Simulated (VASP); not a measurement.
```yaml
crystal:
  lattice:
    - [0.00000, 2.60869, 2.60869]
    - [2.60869, 0.00000, 2.60869]
    - [2.60869, 2.60869, 0.00000]
  atoms:
    - { symbol: Mg, position: [0.00000, 0.00000, 0.00000] }
    - { symbol: S, position: [0.50000, 0.50000, 0.50000] }
```

Computed with r2SCAN meta-GGA, VASP's PBE PAW potentials (set 64) (plane waves; VASP 6.6.1). Settings: 480 eV cut-off, 8×8×8 Γ-centred mesh, Gaussian smearing of 0.050 eV, potentials Mg S.

Estimate the energy per atom (σ→0), pressure.

```json
{
  "energy per atom (σ→0)": "-7.754 eV/atom",
  "pressure": "-1.12 GPa"
}
```

Only differences to runs with the same potentials and settings are physical.

The compound is MgS in the rock salt structure. This cell was strained or had an atom moved on purpose.
